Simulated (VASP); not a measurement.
Write the native input for VASP 6.6.1 that does the following.

* Task: relaxation of cell and atoms
* Functional: PBE
* Potentials or basis: VASP PAW PBE potentials, release 64 (Ga_d, Bi_d, O)
* Cutoff: 520 eV
* k mesh: 3 × 3 × 3
* Occupations: gaussian, width 0.15 eV
* Spin: no spin polarisation
* Further INCAR settings: PREC = Normal; ALGO = Fast; EDIFF = 0.0001; IBRION = 2; EDIFFG = -0.08; NSW = 24; ISIF = 3

The structure of Ga3BiO4 lies in POSCAR:

```
Ga3BiO4
1.0
    4.8913284700      0.0000000000      0.0000000000
    0.0000000000      4.8913284700      0.0000000000
    0.0000000000      0.0000000000      4.8913284700
Ga Bi O
3 1 4
Direct
    0.0000000000      0.5000000000      0.5000000000
    0.5000000000      0.5000000000      0.0000000000
    0.5000000000      0.0000000000      0.5000000000
    0.0000000000      0.0000000000      0.0000000000
    0.5000000000      0.0000000000      0.0000000000
    0.5000000000      0.5000000000      0.5000000000
    0.0000000000      0.0000000000      0.5000000000
    0.0000000000      0.5000000000      0.0000000000
```

The cell was built by a generator and needn't be a form met in nature.

One way to write it, as run:

INCAR

```
PREC = Normal
ENCUT = 520
EDIFF = 1E-4
ISMEAR = 0
SIGMA = 0.15
LREAL = F
LASPH = T
NELM = 60
ALGO = Fast
ISIF = 3
LWAVE = F
LCHARG = F
GGA = PE
IBRION = 2
NSW = 24
EDIFFG = -0.08
```

KPOINTS

```
Automatic mesh
0
Gamma
  3 3 3
```

Potentials or basis: VASP PAW PBE potentials, release 64 (Ga_d, Bi_d, O).

The run is started by

```console
$ cat potpaw_PBE.64/Ga_d/POTCAR potpaw_PBE.64/Bi_d/POTCAR potpaw_PBE.64/O/POTCAR > POTCAR
$ mpirun -np 1 vasp_std > vasp.out
```

Results of the run:

The relaxed volume is 14.20 Å³/atom and the relaxed cell is a = 4.843 Å, b = 4.843 Å, c = 4.843 Å, α = 90.00°, β = 90.00°, γ = 90.00°. The space group after relaxing (to 0.05 Å) is Pm-3m (No. 221), the energy gained by relaxing is 4.1 meV/atom and the ionic steps are 3. The pressure after relaxing is 0.1 GPa and the band gap on the k mesh is none (metal or under the smearing width).

Caveat: the k mesh is coarse (spacing up to 0.43 Å⁻¹), so the values aren't converged; spin-orbit coupling is left out, which moves the levels of the heavy elements.

Wall time 47 s on 1 thread of Intel(R) Xeon(R) Platinum 8488C (Sapphire Rapids), with other jobs on the host, peak memory 0.17 GiB.
